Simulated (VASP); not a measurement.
# CuGe23 (a cell with a defect) in VASP: further runs

One crystal, CuGe23 (a cell with a defect), is run at these levels: PBEsol+U; tasks: single point.

Program: VASP 6.6.1. These are calculated values, not measurements. Logs are shortened: lines on timing, memory, paths and dates and some standing lists are left out, and cuts for length are marked.

## (1) The structure

The cell holds a defect, 24 atoms: a = 12.001 Å, b = 8.001 Å, c = 8.001 Å, α = 60.00°, β = 60.00°, γ = 60.00°.

## (2) Single point, PBEsol+U, collinear spin, ferromagnetic start

INCAR reads:

```
  PREC = Accurate
  ENCUT = 350
  EDIFF = 1E-5
  ISMEAR = 0
  SIGMA = 0.03
  LREAL = Auto
  LASPH = True
  NELM = 120
  ALGO = Normal
  ISIF = 2
  LWAVE = False
  LCHARG = False
  ISPIN = 2
  MAGMOM = 1 0 0 0 0 0 0 0 0 0 0 0 0 0 0 0 0 0 0 0 0 0 0 0
  LORBIT = 11
  NUPDOWN = 1
  LMAXMIX = 4
  LDAU = True
  LDAUTYPE = 2
  LDAUL = 2 -1
  LDAUU = 5 0
  LDAUJ = 0 0
  LDAUPRINT = 1
  GGA = PS
  NBANDS = 188
  ISYM = 0
  KPAR = 4
```

KPOINTS reads:

```
regular mesh
0
Gamma
  2 3 3
```

POSCAR reads:

```
CuGe23                                  
1.0
    0.0000000000      8.4863100000      8.4863100000
    5.6575400000      0.0000000000      5.6575400000
    5.6575400000      5.6575400000      0.0000000000
  Cu              Ge            
     1    23
Direct
     0.9975885057383558    0.0013200685922140    0.9991280336280843
     0.9999860719699637    0.0006483010443490    0.4968557468699569
     0.0004226171049755    0.4995243673222325    0.9998479485426147
     0.0007616004037040    0.4974933444133866    0.4982412174324709
     0.3294392615590904    0.0003952183630336    0.0023392596448724
     0.3301846305990067    0.0020676925414540    0.4986163870810476
     0.3299877976388140    0.5000569470556299    0.0039081285662645
     0.3318779222518918    0.4994417443461341    0.5030427555236633
     0.6665127937435201    0.0020466488884931    0.0014577597504498
     0.6645821872244140    0.0002697656708981    0.4956167564512002
     0.6655578909820459    0.4952908992776150    0.0043027721570324
     0.6666571921308820    0.4975290225321957    0.5013575018776794
     0.0802317935514073    0.1207650428035194    0.1183086552049346
     0.0811984510160646    0.1176761655732531    0.6378190129611019
     0.0809625248997484    0.6399129858558619    0.1184406579110330
     0.0812181766065352    0.6257101175833726    0.6248644613144700
     0.4174685346694106    0.1243202505818880    0.1228142527439778
     0.4153098789488016    0.1235380960699303    0.6267008647441503
     0.4162965024731935    0.6245922492800574    0.1271790318420155
     0.4168562531230151    0.6252564259655907    0.6270280456866155
     0.7615628788488668    0.1192373275421511    0.1194712668311576
     0.7493558685217689    0.1213515653358980    0.6250331925138043
     0.7498165190151050    0.6256176108806440    0.1251031555602753
     0.7503291469794167    0.6235441424802185    0.6273751351611276
```

Potentials or basis: VASP PAW PBE potentials, release 64 (Cu, Ge_d).

Started as:

```sh
$ cat potpaw_PBE.64/Cu/POTCAR potpaw_PBE.64/Ge_d/POTCAR > POTCAR
$ mpirun -np 4 vasp_std > vasp.out
```

OUTCAR:

```text
PREC = Accurate
   ENCUT = 350
   EDIFF = 1E-5
   ISMEAR = 0
   LREAL = Auto
   LASPH = True
   NELM = 120
   ISIF = 2
   ISPIN = 2
   LORBIT = 11
   NUPDOWN = 1
   GGA = PS
   ISYM = 0

 ion  position               nearest neighbor table
   1  0.998  0.001  0.999-  21 2.31  14 2.36  15 2.36  13 2.37
   2  1.000  0.001  0.497-  16 2.45  22 2.46  13 2.47  14 2.48
   3  0.000  0.500  1.000-  16 2.45  23 2.46  13 2.48  15 2.48
   4  0.001  0.497  0.498-  16 2.45  24 2.45  14 2.48  15 2.48
   5  0.329  0.000  0.002-  13 2.44  18 2.45  19 2.46  17 2.46
   6  0.330  0.002  0.499-  14 2.44  17 2.46  20 2.46  18 2.46
[... 16 lines left out ...]
  23  0.750  0.626  0.125-   3 2.46  12 2.46   9 2.46  11 2.47
  24  0.750  0.624  0.627-   4 2.45  10 2.46  11 2.46  12 2.47

IMPORTANT INFORMATION: All symmetrisations will be switched off!
NOSYMM: (Re-)initialisation of all symmetry stuff for point group C_1.

----------------------------------------------------------------------------------------

                                     Primitive cell

  volume of cell :     543.2555

  direct lattice vectors                    reciprocal lattice vectors
     0.000000000  8.486310000  8.486310000    -0.058918423  0.058918423  0.058918423
     5.657540000  0.000000000  5.657540000     0.088377634 -0.088377634  0.088377634
     5.657540000  5.657540000  0.000000000     0.088377634  0.088377634 -0.088377634

  length of vectors
    12.001454697  8.000969798  8.000969798     0.102049702  0.153074553  0.153074553

  position of ions in fractional coordinates (direct lattice)
     0.997588506  0.001320069  0.999128034
     0.999986072  0.000648301  0.496855747
     0.000422617  0.499524367  0.999847949
     0.000761600  0.497493344  0.498241217
     0.329439262  0.000395218  0.002339260
     0.330184631  0.002067693  0.498616387
[... 16 lines left out ...]
     0.749816519  0.625617611  0.125103156
     0.750329147  0.623544142  0.627375135

  ion indices of the primitive-cell ions
   primitive index   ion index
                 1           1
                 2           2
                 3           3
                 4           4
                 5           5
                 6           6
[... 16 lines left out ...]
                23          23
                24          24

----------------------------------------------------------------------------------------

 KPOINTS: regular mesh

Automatic generation of k-mesh.
 Grid dimensions read from file:
 generate k-points for:    2    3    3

 Generating k-lattice:

  Cartesian coordinates                     Fractional coordinates (reciprocal lattice)
    -0.029459211  0.029459211  0.029459211     0.500000000  0.000000000  0.000000000
     0.029459211 -0.029459211  0.029459211     0.000000000  0.333333333  0.000000000
     0.029459211  0.029459211 -0.029459211     0.000000000  0.000000000  0.333333333

  Length of vectors
     0.051024851  0.051024851  0.051024851

  Shift w.r.t. Gamma in fractional coordinates (k-lattice)
     0.000000000  0.000000000  0.000000000

 WARNING: IBZKPT: internal override: KBLOWUP is changed to .FALSE.
      ... skipping the blow-up phase ...

 Subroutine IBZKPT returns following result:
 ===========================================

 Found     10 irreducible k-points:

 Following reciprocal coordinates:
            Coordinates               Weight
  0.000000  0.000000  0.000000      1.000000
  0.500000  0.000000  0.000000      1.000000
  0.000000  0.333333  0.000000      2.000000
  0.500000  0.333333  0.000000      2.000000
  0.000000  0.000000  0.333333      2.000000
  0.500000  0.000000  0.333333      2.000000
  0.000000  0.333333  0.333333      2.000000
  0.500000  0.333333  0.333333      2.000000
[... 47 lines left out ...]
   U (eV)           for each species LDAUU =   5.0  0.0
   J (eV)           for each species LDAUJ =   0.0  0.0
   GGA     = PS    functional components
   LHFCALC =     F    Hartree Fock is set to
   AEXX    =    0.0000 exact exchange contribution
   IVDW    =     0    specifies the selected vdW correction
   LEPSILON=     F    determine dielectric tensor
   LRPA    =     F    only Hartree local field effects (RPA)
 spin polarized calculation
 Gauss-broadening in eV      SIGMA  =   0.03
  energy-cutoff  :      350.00
  volume of cell :      543.26
 maximum number of plane-waves:      8106
 NGX is ok and might be reduce to    80
   NGX = 37   NGY = 25   NGZ = 25

atom =   1  type =  1  l = 2

 onsite density matrix

spin component  1

  0.9313 -0.0053 -0.0013  0.0048 -0.0003
 -0.0053  0.9326 -0.0006 -0.0053  0.0009
 -0.0013 -0.0006  0.9418  0.0007 -0.0000
  0.0048 -0.0053  0.0007  0.9312  0.0011
 -0.0003  0.0009 -0.0000  0.0011  0.9418

spin component  2

  0.9209  0.0011 -0.0011 -0.0018  0.0001
  0.0011  0.9237 -0.0005  0.0015  0.0005
 -0.0011 -0.0005  0.9420  0.0004  0.0002
 -0.0018  0.0015  0.0004  0.9204  0.0013
  0.0001  0.0005  0.0002  0.0013  0.9418

 occupancies and eigenvectors

  o =  0.9181  v =  0.0000  0.0000  0.0000  0.0000  0.0000 -0.6157  0.3057 -0.0079 -0.7253  0.0356      0.0000  0.0000  0.0000  0.0000  0.0000  0.0000  0.0000  0.0000  0.0000  0.0000
  o =  0.9224  v =  0.0000  0.0000  0.0000  0.0000  0.0000  0.7714  0.0551  0.0566 -0.6304  0.0368      0.0000  0.0000  0.0000  0.0000  0.0000  0.0000  0.0000  0.0000  0.0000  0.0000
  o =  0.9243  v =  0.0000  0.0000  0.0000  0.0000  0.0000  0.1518  0.9496  0.0289  0.2687 -0.0477      0.0000  0.0000  0.0000  0.0000  0.0000  0.0000  0.0000  0.0000  0.0000  0.0000
  o =  0.9262  v = -0.6660  0.0575 -0.0851  0.7356 -0.0692  0.0000  0.0000  0.0000  0.0000  0.0000      0.0000  0.0000  0.0000  0.0000  0.0000  0.0000  0.0000  0.0000  0.0000  0.0000
  o =  0.9266  v = -0.4912 -0.7777 -0.0512 -0.3840  0.0626  0.0000  0.0000  0.0000  0.0000  0.0000      0.0000  0.0000  0.0000  0.0000  0.0000  0.0000  0.0000  0.0000  0.0000  0.0000
  o =  0.9418  v =  0.0000  0.0000  0.0000  0.0000  0.0000 -0.0273 -0.0422  0.5020 -0.0424 -0.8624      0.0000  0.0000  0.0000  0.0000  0.0000  0.0000  0.0000  0.0000  0.0000  0.0000
  o =  0.9418  v = -0.3692  0.3418  0.3776 -0.3810 -0.6776  0.0000  0.0000  0.0000  0.0000  0.0000      0.0000  0.0000  0.0000  0.0000  0.0000  0.0000  0.0000  0.0000  0.0000  0.0000
  o =  0.9420  v = -0.0274 -0.0698  0.8998  0.1235  0.4117  0.0000  0.0000  0.0000  0.0000  0.0000      0.0000  0.0000  0.0000  0.0000  0.0000  0.0000  0.0000  0.0000  0.0000  0.0000
  o =  0.9421  v = -0.4221  0.5198 -0.1948 -0.3886  0.6022  0.0000  0.0000  0.0000  0.0000  0.0000      0.0000  0.0000  0.0000  0.0000  0.0000  0.0000  0.0000  0.0000  0.0000  0.0000
  o =  0.9422  v =  0.0000  0.0000  0.0000  0.0000  0.0000 -0.0454 -0.0081  0.8625  0.0504  0.5015      0.0000  0.0000  0.0000  0.0000  0.0000  0.0000  0.0000  0.0000  0.0000  0.0000

 number of electron     333.0000068 magnetization       1.0000000

 Free energy of the ion-electron system (eV)
  ---------------------------------------------------
  ext. energy  EPLUGINS =         0.00000000
  ---------------------------------------------------
  free energy    TOTEN  =      -114.54435875 eV

  energy without entropy =     -114.54105736  energy(sigma->0) =     -114.54270806

 E-fermi :   4.1547     XC(G=0): -10.1074

 val. band max:        4.6464557763   @ k =   0.0000   0.0000   0.3333
 cond. band min:       4.1799285983   @ k =   0.0000   0.0000   0.0000
 fundamental gap:     -0.4665271781
 Fermi energy:         4.6605752098

 spin component 1

 k-point     1 :       0.0000    0.0000    0.0000
  band No.  band energies     occupation
      1     -20.1462      1.00000
      2     -20.1432      1.00000
      3     -20.1387      1.00000
      4     -20.1276      1.00000
      5     -20.1266      1.00000
      6     -20.1209      1.00000
[... 1799 lines left out ...]
    177       7.6937      0.00000
    178       7.7428      0.00000
 Fermi energy:         4.1547455564

 spin component 2

 k-point     1 :       0.0000    0.0000    0.0000
  band No.  band energies     occupation
      1     -20.1372      1.00000
      2     -20.1357      1.00000
      3     -20.1326      1.00000
      4     -20.1226      1.00000
      5     -20.1211      1.00000
      6     -20.1154      1.00000
[... 1799 lines left out ...]
    177       7.7274      0.00000
    178       7.7741      0.00000
 [bands above 178 left out]

------------------------ aborting loop because EDIFF is reached ----------------------------------------

  FORCE on cell =-STRESS in cart. coord.  units (eV):
  Direction    XX          YY          ZZ          XY          YZ          ZX
  --------------------------------------------------------------------------------------
  -------------------------------------------------------------------------------------
  Total       -0.7787427     -1.2282285     -1.1518210     -1.6966785      0.9939710     -1.7481049
  in kB       -2.2966795     -3.6223100     -3.3969677     -5.0038696      2.9314341     -5.1555372
  external PRESSURE =      -3.1053191 kB  Pullay stress =       0.0000000 kB

 VOLUME and BASIS-vectors are now :
 -----------------------------------------------------------------------------
  energy-cutoff  :      350.00
  volume of cell :      543.26
      direct lattice vectors                 reciprocal lattice vectors
     0.000000000  8.486310000  8.486310000    -0.058918423  0.058918423  0.058918423
     5.657540000  0.000000000  5.657540000     0.088377634 -0.088377634  0.088377634
     5.657540000  5.657540000  0.000000000     0.088377634  0.088377634 -0.088377634

 POSITION                                       TOTAL-FORCE (eV/Angst)
 -----------------------------------------------------------------------------------
      5.66008     14.11845      8.47331        -0.087285      0.115306      0.109684
      2.81465     11.29717      8.48986         0.036643      0.040884      0.127320
      8.48276      5.66027      2.82967         0.028200      0.137771      0.024866
      5.63341      2.82528      2.82105        -0.105310      0.004845      0.005395
      0.01547      2.80896      2.79796         0.007052      0.048615      0.056809
      2.83264      5.62299      2.81375        -0.006944      0.074592      0.032682
[... 16 lines left out ...]
      4.24723      7.07095      9.90263        -0.049110     -0.067656     -0.041370
      7.07713      9.91693      9.89525        -0.000678     -0.042272     -0.033286
 -----------------------------------------------------------------------------------
    total drift:                               -0.000452      0.007659     -0.000100

  FREE ENERGIE OF THE ION-ELECTRON SYSTEM (eV)
  ---------------------------------------------------
  free  energy   TOTEN  =      -114.5443587494 eV

  energy  without entropy=     -114.5410573644  energy(sigma->0) =     -114.54270806

 total charge

# of ion       s       p       d       tot
------------------------------------------
    1        0.492   0.384   9.305  10.181
    2        1.138   1.225  10.019  12.382
    3        1.138   1.224  10.019  12.382
    4        1.138   1.222  10.019  12.379
    5        1.134   1.248  10.021  12.402
    6        1.131   1.249  10.020  12.399
[... 16 lines left out ...]
   23        1.128   1.248  10.019  12.395
   24        1.127   1.247  10.019  12.393
--------------------------------------------------
tot         26.632  28.735 239.768 295.135

 magnetization (x)

# of ion       s       p       d       tot
------------------------------------------
    1        0.000   0.038   0.030   0.068
    2        0.000   0.011   0.001   0.013
    3        0.000   0.012   0.001   0.013
    4        0.000   0.006   0.001   0.008
    5        0.001   0.036   0.002   0.039
    6        0.001   0.023   0.002   0.025
[... 16 lines left out ...]
   23        0.000   0.018   0.001   0.020
   24       -0.000   0.016   0.001   0.017
--------------------------------------------------
tot          0.023   0.560   0.074   0.656
```

Run time: 9.1 min. Hardware: 4 MPI ranks of Intel Xeon 6975P-C (Granite Rapids), shared host; peak memory 1.1 GiB.

Results:

```
Free energy                                           : -114.5444 eV
Largest force                                         : 0.237 eV/Å
Net moment                                            : 1.00 μB per cell
Site moments                                          : Cu +0.07; Ge +0.01, +0.04, +0.03, +0.02, +0.09 μB
Valence electrons inside the program's atomic spheres : Cu 10.18; Ge 12.38, 12.40, 12.39, 12.36
```

Forces on the atoms (eV/Å):
```
Cu  -0.087  0.115  0.110
Ge   0.037  0.041  0.127
Ge   0.028  0.138  0.025
Ge  -0.105  0.005  0.005
Ge   0.007  0.049  0.057
Ge  -0.007  0.075  0.033
Ge  -0.029  0.032  0.075
Ge   0.029  0.015  0.034
Ge  -0.063  0.120  0.119
Ge  -0.013  0.104  0.103
Ge  -0.036  0.070  0.096
Ge   0.010  0.058  0.074
Ge  -0.004 -0.161 -0.173
Ge   0.109 -0.015 -0.122
Ge   0.100 -0.123 -0.021
Ge  -0.001 -0.024 -0.034
Ge   0.065 -0.051 -0.073
Ge  -0.002 -0.100 -0.064
Ge   0.005 -0.088 -0.104
Ge  -0.012 -0.057 -0.057
Ge   0.043 -0.070 -0.090
Ge  -0.025 -0.023 -0.045
Ge  -0.049 -0.068 -0.041
Ge  -0.001 -0.042 -0.033
```

Eigenvalues of the final occupation matrices:
```
    site  spin  trace               eigenvalues
site 1 d     1   4.68  0.93 0.93 0.94 0.94 0.94
site 1 d     2   4.65  0.92 0.92 0.92 0.94 0.94
```

Caveat: the cutoff is under 1.25 times the usual one of these potentials, so pressure, stress and relaxed cells hold a basis-set (Pulay) error; the PAW data sets were made with another functional, which shifts forces and pressure a little; the total moment is fixed, so each spin has its own Fermi level; the U is typed as a test and isn't derived for this compound.

## (3) Single point, PBEsol+U, collinear spin, ferromagnetic start

Changes to INCAR since step 2:

```diff
@@ -13,5 +13,5 @@
   ISPIN = 2
-  MAGMOM = 1 0 0 0 0 0 0 0 0 0 0 0 0 0 0 0 0 0 0 0 0 0 0 0
+  MAGMOM = 3 0 0 0 0 0 0 0 0 0 0 0 0 0 0 0 0 0 0 0 0 0 0 0
   LORBIT = 11
-  NUPDOWN = 1
+  NUPDOWN = 3
   LMAXMIX = 4
@@ -26,2 +26,2 @@
   ISYM = 0
-  KPAR = 4
+  KPAR = 2
```

KPOINTS reads:

```
regular mesh
0
Gamma
  2 2 2
```

POSCAR is that of step 2.

Potentials or basis: VASP PAW PBE potentials, release 64 (Cu, Ge_d).

Started as:

```sh
$ cat potpaw_PBE.64/Cu/POTCAR potpaw_PBE.64/Ge_d/POTCAR > POTCAR
$ mpirun -np 4 vasp_std > vasp.out
```

Run time: 8.2 min. Hardware: 4 MPI ranks of Intel Xeon 6975P-C (Granite Rapids), shared host; peak memory 0.59 GiB.

Results (log left out):

```yaml
Free_energy: -112.8112 eV
Largest_force: 0.299 eV/Å
Net_moment: 3.00 μB per cell
Site_moments: Cu +0.18; Ge +0.06, +0.07, +0.14, +0.13, +0.04, +0.08, +0.15 μB
Valence_electrons_inside_the_program's_atomic_spheres: Cu 10.18; Ge 12.39, 12.38, 12.40, 12.36, 12.41
```

Forces in eV/Å, atoms in the order of the input:
```
Cu  -0.139  0.188  0.185
Ge   0.092 -0.057  0.086
Ge   0.085  0.097 -0.073
Ge  -0.161 -0.087 -0.084
Ge   0.020  0.029  0.038
Ge   0.005  0.026 -0.005
Ge  -0.014 -0.005  0.020
Ge   0.088 -0.113 -0.095
Ge  -0.056  0.078  0.074
Ge   0.041  0.068  0.000
Ge   0.021 -0.028  0.056
Ge   0.112 -0.097 -0.081
Ge   0.061 -0.140 -0.147
Ge   0.118 -0.099 -0.066
Ge   0.108 -0.061 -0.100
Ge  -0.050  0.085  0.074
Ge   0.075  0.012 -0.009
Ge  -0.102 -0.023 -0.024
Ge  -0.097 -0.043 -0.025
Ge  -0.022  0.109  0.109
Ge   0.034 -0.157 -0.171
Ge  -0.086  0.135  0.023
Ge  -0.111  0.002  0.120
Ge  -0.023  0.080  0.092
```

Eigenvalues of the final occupation matrices:
```tsv
site	spin	trace	eigenvalues
site 1 d	1	4.70	0.94 0.94 0.94 0.94 0.94
site 1 d	2	4.62	0.91 0.92 0.92 0.94 0.94
```

Caveat: the k mesh is coarse (spacing up to 0.48 Å⁻¹), so the values aren't converged; the cutoff is under 1.25 times the usual one of these potentials, so pressure, stress and relaxed cells hold a basis-set (Pulay) error; the PAW data sets were made with another functional, which shifts forces and pressure a little; the total moment is fixed, so each spin has its own Fermi level; the U is typed as a test and isn't derived for this compound.
